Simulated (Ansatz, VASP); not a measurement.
## Two plane-wave programs on LiMo3

```
Li Mo
1.0
     5.32304    0.00000    0.00000
    -2.66152    4.60988    0.00000
     0.00000    0.00000    2.56309
Li Mo
1 3
Direct
  0.00000 0.00000 0.50000
  0.50000 0.00000 0.00000
  0.50000 0.50000 0.00000
  0.00000 0.50000 0.00000
```

Alike in both runs: task relaxation of cell and atoms; functional PBE; k mesh 12 × 12 × 18; occupations gaussian, width 0.1 eV; no spin polarisation.

```csv
,VASP,Ansatz
version,VASP 6.6.1,Ansatz 0.2.0
potentials or method,"VASP PAW PBE potentials, release 64 (Li_sv, Mo_sv)","scalar-relativistic, plane waves, PAW"
plane-wave cutoff (eV),600,420
valence electrons in the cell,45,45
```

VASP gave:

* gap on the k mesh at the Fermi level, each at its own relaxed structure (eV): none
* relaxed volume (Å³/atom): 15.83
* relaxed cell length with the largest relative difference (Å): 2.583
* energy change over the relaxation (meV/atom): -1

Q: Which values does Ansatz return?

A: gap on the k mesh at the Fermi level, each at its own relaxed structure (eV): none; relaxed volume (Å³/atom): 15.81; relaxed cell length with the largest relative difference (Å): 2.581; energy change over the relaxation (meV/atom): -1.

A gap of «none» marks a metal or a gap that the smearing closes.

Caveats: the cutoff is under 1.25 times the usual one of these potentials, so pressure, stress and relaxed cells hold a basis-set (Pulay) error (VASP).
